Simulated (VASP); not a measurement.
Level of theory: LDA (Ceperley-Alder, Perdew-Zunger), VASP's LDA PAW potentials (set 64) (plane waves; VASP 6.6.1).

VASP ran on this input.

File POSCAR:
```
FePt
1.0
  2.6561477504   0.0000000000   0.0000000000
  0.0000000000   2.6561477504   0.0000000000
  0.0000000000   0.0000000000   3.6854777687
Fe Pt
1 1
Cartesian
  0.0000000000   0.0000000000   0.0000000000
  1.3280738752   1.3280738752   1.8427388844
```

**KPOINTS**
```
K-points
0
G
14 14 10
```

### INCAR
```
SYSTEM  =  FePt
PREC  =  Accurate; ENCUT  =  500; LREAL  =  .False.
LASPH  =  .True.
EDIFF  =  1E-6; NELM  =  100; ALGO  =  Normal
LMAXMIX  =  6
ISMEAR  =  1; SIGMA  =  0.1
MAGMOM  =  2.7 0.3
ISPIN  =  2
IBRION  =  2; NSW  =  40; ISIF  =  3
EDIFFG  =  -0.02
LWAVE  =  .False.; LCHARG  =  .False.; LORBIT  =  10
```

POTCAR, in this order: Fe Pt (LDA.64 set). Program: vasp_std.

Output

### OUTCAR
```
 ion  position               nearest neighbor table
   1  0.000  0.000  0.000-   2 2.63   2 2.63   2 2.63   2 2.63   2 2.63   2 2.63   2 2.63   2 2.63
  LATTYP: Found a simple tetragonal cell.
 ALAT       =     2.6561477504
 C/A-ratio  =     1.3875273949
 Subroutine PRICEL returns:
 Original cell was already a primitive cell.
 Subroutine GETGRP returns: Found 16 space group operations
The static configuration has the point symmetry D_4h.
The dynamic configuration has the point symmetry D_4h.
The overall configuration has the point symmetry D_4h.
 Subroutine INISYM returns: Found 16 space group operations
 Subroutine IBZKPT returns following result:
 Found    216 irreducible k-points:

 Following reciprocal coordinates:
            Coordinates               Weight
  0.000000  0.000000  0.000000      1.000000
  0.071429  0.000000  0.000000      4.000000
  0.142857  0.000000  0.000000      4.000000
  0.214286  0.000000  0.000000      4.000000
  0.285714  0.000000  0.000000      4.000000
  0.357143  0.000000  0.000000      4.000000
  0.428571  0.000000  0.000000      4.000000
  0.500000  0.000000  0.000000      2.000000
  0.071429  0.071429  0.000000      4.000000
  0.142857  0.071429  0.000000      8.000000
  0.214286  0.071429  0.000000      8.000000
  0.285714  0.071429  0.000000      8.000000
  0.357143  0.071429  0.000000      8.000000
  0.428571  0.071429  0.000000      8.000000
  0.500000  0.071429  0.000000      4.000000
  0.142857  0.142857  0.000000      4.000000
  0.214286  0.142857  0.000000      8.000000
  0.285714  0.142857  0.000000      8.000000
  0.357143  0.142857  0.000000      8.000000
  0.428571  0.142857  0.000000      8.000000
  0.500000  0.142857  0.000000      4.000000
  0.214286  0.214286  0.000000      4.000000
  0.285714  0.214286  0.000000      8.000000
...
```

### OSZICAR
```
       N       E                     dE             d eps       ncg     rms          rms(c)
DAV:   1     0.882863066399E+02    0.88286E+02   -0.85689E+03 13560   0.133E+03
DAV:   2    -0.153441836540E+02   -0.10363E+03   -0.92983E+02 13261   0.256E+02
DAV:   3    -0.185716141310E+02   -0.32274E+01   -0.31230E+01 16397   0.547E+01
DAV:   4    -0.186074232869E+02   -0.35809E-01   -0.35792E-01 14840   0.487E+00
DAV:   5    -0.186084430376E+02   -0.10198E-02   -0.10197E-02 17783   0.947E-01    0.184E+01
DAV:   6    -0.191466360065E+02   -0.53819E+00   -0.10956E+01 13919   0.800E+01    0.201E+01
DAV:   7    -0.172691899457E+02    0.18774E+01   -0.96250E+00 16601   0.826E+01    0.966E+00
DAV:   8    -0.170688924315E+02    0.20030E+00   -0.52092E-01 17884   0.121E+01    0.478E+00
DAV:   9    -0.170263724288E+02    0.42520E-01   -0.13969E-01 18402   0.768E+00    0.217E+00
DAV:  10    -0.170109271788E+02    0.15445E-01   -0.29719E-02 19917   0.360E+00    0.816E-01
DAV:  11    -0.170107465682E+02    0.18061E-03   -0.30211E-03 17993   0.952E-01    0.310E-01
DAV:  12    -0.170106711225E+02    0.75446E-04   -0.12725E-04 17216   0.151E-01    0.121E-01
DAV:  13    -0.170107417800E+02   -0.70657E-04   -0.65108E-05 16453   0.151E-01    0.866E-02
DAV:  14    -0.170107436242E+02   -0.18442E-05   -0.31426E-05 18605   0.130E-01    0.139E-02
DAV:  15    -0.170107435660E+02    0.58235E-07   -0.29244E-06 11258   0.250E-02
   1 F= -.17010744E+02 E0= -.17010515E+02  d E =-.170107E+02  mag=     3.0285
```

File OUTCAR:
```
------------------------ aborting loop because EDIFF is reached ----------------------------------------
  FORCE on cell =-STRESS in cart. coord.  units (eV):
  Direction    XX          YY          ZZ          XY          YZ          ZX
  --------------------------------------------------------------------------------------
  Total        0.0132986      0.0132986      0.0347890      0.0000000      0.0000000     -0.0000000
  in kB        0.8194441      0.8194441      2.1436548      0.0000000      0.0000000     -0.0000000
  external PRESSURE =       1.2608477 kB  Pullay stress =       0.0000000 kB
  volume of cell :       26.00
      direct lattice vectors                 reciprocal lattice vectors
     2.656147750  0.000000000  0.000000000     0.376485081  0.000000000  0.000000000
     0.000000000  2.656147750  0.000000000     0.000000000  0.376485081  0.000000000
     0.000000000  0.000000000  3.685477769     0.000000000  0.000000000  0.271335241
 POSITION                                       TOTAL-FORCE (eV/Angst)
 -----------------------------------------------------------------------------------
      0.00000      0.00000      0.00000         0.000000      0.000000      0.000000
      1.32807      1.32807      1.84274         0.000000      0.000000      0.000000
 -----------------------------------------------------------------------------------
    total drift:                               -0.000000      0.000000      0.000000
  FREE ENERGIE OF THE ION-ELECTRON SYSTEM (eV)
  ---------------------------------------------------
  free  energy   TOTEN  =       -17.0107435660 eV

  energy  without entropy=      -17.0100586072  energy(sigma->0) =      -17.01051525

 total charge

# of ion       s       p       d       tot
------------------------------------------
    1        0.432   0.498   6.217   7.146
    2        0.746   0.736   8.089   9.571
--------------------------------------------------
tot          1.177   1.233  14.306  16.717

 magnetization (x)

# of ion       s       p       d       tot
------------------------------------------
    1       -0.000  -0.001   2.659   2.657
    2       -0.022  -0.056   0.394   0.316
--------------------------------------------------
tot         -0.022  -0.057   3.053   2.973

 reached required accuracy - stopping structural energy minimisation
```
(Selected blocks of OUTCAR.)

The compound is FePt in the L1_0 structure. It was relaxed first, which changed the volume by -5 %.
